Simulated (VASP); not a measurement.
Computed with PBEsol GGA, VASP's PBE PAW potentials (set 64) (plane waves; VASP 6.6.1).

The input files of a VASP run:

**INCAR**
```
SYSTEM  =  Sr(100) slab
PREC  =  Normal; ENCUT  =  400; LREAL  =  .False.
LASPH  =  .True.
EDIFF  =  1E-6; NELM  =  100; NELMIN  =  4
ALGO  =  Normal; LMAXMIX  =  4
ISMEAR  =  1; SIGMA  =  0.1
GGA  =  PS
LWAVE  =  .False.; LCHARG  =  .False.; LORBIT  =  11
LVHAR  =  .True.
DIPOL  =  0.5 0.5 0.5
LDIPOL  =  .True.; IDIPOL  =  3
```

File POSCAR:
```
Sr(100) slab
26.407720
  0.1582919360   0.0000000000   0.0000000000
  0.0000000000   0.1582919360   0.0000000000
  0.0000000000   0.0000000000   0.9999999955
Sr
4
Cartesian
  0.0000000000   0.0791459680   0.3322049623
  0.0791459680   0.0000000000   0.4436994468
  0.0000000000   0.0791459680   0.5563005487
  0.0791459680   0.0000000000   0.6677950332
```

KPOINTS:
```
Automatic
0
gamma
 7 7 1
```

POTCAR, in this order: Sr_sv (PBE.64 set). Program: vasp_std. Read from the step before: WAVECAR.

The run wrote:

### OUTCAR
```
 ion  position               nearest neighbor table
   1  0.000  0.500  0.332-   2 4.17   2 4.17   2 4.17   2 4.17
   2  0.500  0.000  0.444-   1 4.17   1 4.17   1 4.17   1 4.17   3 4.19   3 4.19   3 4.19   3 4.19
  LATTYP: Found a simple tetragonal cell.
 ALAT       =     4.1801291232
 C/A-ratio  =     6.3174411851
 Subroutine PRICEL returns:
 Original cell was already a primitive cell.
 Subroutine GETGRP returns: Found 16 space group operations
The static configuration has the point symmetry D_2d.
 The point group associated with its full space group is D_4h.
The dynamic configuration has the point symmetry D_2d.
 Subroutine INISYM returns: Found 16 space group operations
 Subroutine IBZKPT returns following result:
 Found     10 irreducible k-points:

 Following reciprocal coordinates:
            Coordinates               Weight
  0.000000  0.000000  0.000000      1.000000
  0.142857  0.000000  0.000000      4.000000
  0.285714  0.000000  0.000000      4.000000
  0.428571  0.000000  0.000000      4.000000
  0.142857  0.142857  0.000000      4.000000
  0.285714  0.142857  0.000000      8.000000
  0.428571  0.142857  0.000000      8.000000
  0.285714  0.285714  0.000000      4.000000
  0.428571  0.285714  0.000000      8.000000
  0.428571  0.428571  0.000000      4.000000
   k-points           NKPTS =     10   k-points in BZ     NKDIM =     10   number of bands    NBANDS=     24
   number of dos      NEDOS =    301   number of ions     NIONS =      4
   total plane-waves  NPLWV =  56000
   dimension x,y,z NGX =    20 NGY =   20 NGZ =  140
   dimension x,y,z NGXF=    40 NGYF=   40 NGZF=  280
   ions per type =               4
   PREC   = normal    normal or accurate (medium, high low for compatibility)
   ISTART =      1    job   : 0-new  1-cont  2-samecut
   ICHARG =      0    charge: 1-file 2-atom 10-const
   ISPIN  =      1    spin polarized calculation?
   LNONCOLLINEAR =      F non collinear calculations
   LSORBIT =      F    spin-orbit coupling
   INIWAV =      1    electr: 0-lowe 1-rand  2-diag
   ENCUT  =  400.0 eV  29.40 Ry    5.42 a.u.   6.82  6.82 43.06*2*pi/ulx,y,z
   NELM   =    100;   NELMIN=  4; NELMDL=  0     # of ELM steps
   EDIFF  = 0.1E-05   stopping-criterion for ELM
   LREAL  =      F    real-space projection
   NLSPLINE    = F    spline interpolate recip. space projectors
   LMAXMIX     =    4 max onsite mixed and CHGCAR
   VOSKOWN=      0    Vosko Wilk Nusair interpolation
   EDIFFG = 0.1E-04   stopping-criterion for IOM
   NSW    =      0    number of steps for IOM
   NBLOCK =      1;   KBLOCK =      1    inner block; outer block
   IBRION =     -1    ionic relax: 0-MD 1-quasi-New 2-CG
   NFREE  =      0    steps in history (QN), initial steepest desc. (CG)
   ISIF   =      2    stress and relaxation
   ISYM   =      2    0-nonsym 1-usesym 2-fastsym
   TEIN   =    0.0    initial temperature
   TEBEG  =    0.0;   TEEND  =   0.0 temperature during run
   SMASS  =  -3.00    Nose mass-parameter (am)
   PSTRESS=    0.0 pullay stress
   NELECT =      40.0000    total number of electrons
   EFERMI =   0.00;   METHOD = LEGACY
   ISMEAR =     1;   SIGMA  =   0.10  broadening in eV -4-tet -1-fermi 0-gaus
   IALGO  =     38    algorithm
   LDIAG  =      T    sub-space diagonalisation (order eigenvalues)
   IMIX   =      4    mixing-type and parameters
     AMIX     =   0.40;   BMIX     =  1.00
     AMIX_MAG =   1.60;   BMIX_MAG =  1.00
     AMIN     =   0.10
   GGA     = PS    functional components
   VOSKOWN =     0    Vosko Wilk Nusair interpolation
   LHFCALC =     F    Hartree Fock is set to
   LHFONE  =     F    Hartree Fock one center treatment
   AEXX    =    0.0000 exact exchange contribution
   IVDW    =     0    specifies the selected vdW correction
   LEPSILON=     F    determine dielectric tensor
...
```

### OSZICAR
```
       N       E                     dE             d eps       ncg     rms          rms(c)
DAV:   1    -0.650562167566E+01   -0.65056E+01   -0.22167E-05   528   0.131E-02    0.123E-02
DAV:   2    -0.650562005738E+01    0.16183E-05   -0.13211E-05   496   0.955E-03    0.439E-03
DAV:   3    -0.650561984009E+01    0.21729E-06   -0.15814E-06   368   0.342E-03    0.214E-03
DAV:   4    -0.650561982210E+01    0.17992E-07   -0.10118E-07   264   0.137E-03
   1 F= -.65056198E+01 E0= -.65047881E+01  d E =-.249514E-02
```

File OUTCAR:
```
------------------------ aborting loop because EDIFF is reached ----------------------------------------
  FORCE on cell =-STRESS in cart. coord.  units (eV):
  Direction    XX          YY          ZZ          XY          YZ          ZX
  --------------------------------------------------------------------------------------
  Total       -0.6360681     -0.6360681     -0.0011813      0.0000000      0.0000000      0.0000000
  in kB       -2.2085330     -2.2085330     -0.0041018      0.0000000      0.0000000      0.0000000
  external PRESSURE =      -1.4737226 kB  Pullay stress =       0.0000000 kB
  volume of cell :      461.43
      direct lattice vectors                 reciprocal lattice vectors
     4.180129123  0.000000000  0.000000000     0.239227060  0.000000000  0.000000000
     0.000000000  4.180129123  0.000000000     0.000000000  0.239227060  0.000000000
     0.000000000  0.000000000 26.407719882     0.000000000  0.000000000  0.037867715
 POSITION                                       TOTAL-FORCE (eV/Angst)
 -----------------------------------------------------------------------------------
      0.00000      2.09006      8.77278        -0.000000      0.000000      0.002900
      2.09006      0.00000     11.71709         0.000000     -0.000000     -0.018864
      0.00000      2.09006     14.69063        -0.000000     -0.000000      0.018864
      2.09006      0.00000     17.63494         0.000000     -0.000000     -0.002900
 -----------------------------------------------------------------------------------
    total drift:                                0.000000      0.000000      0.000000
  FREE ENERGIE OF THE ION-ELECTRON SYSTEM (eV)
  ---------------------------------------------------
  free  energy   TOTEN  =        -6.5056198221 eV

  energy  without entropy=       -6.5031246821  energy(sigma->0) =       -6.50478811

 total charge

# of ion       s       p       d       tot
------------------------------------------
    1        2.077   5.665   0.119   7.861
    2        2.066   5.678   0.150   7.894
    3        2.066   5.678   0.150   7.894
    4        2.077   5.665   0.119   7.861
--------------------------------------------------
tot          8.286  22.686   0.539  31.511
```
(Selected blocks of OUTCAR.)

The cell is a thin slab with vacuum, built from Sr (fcc): (100) face.
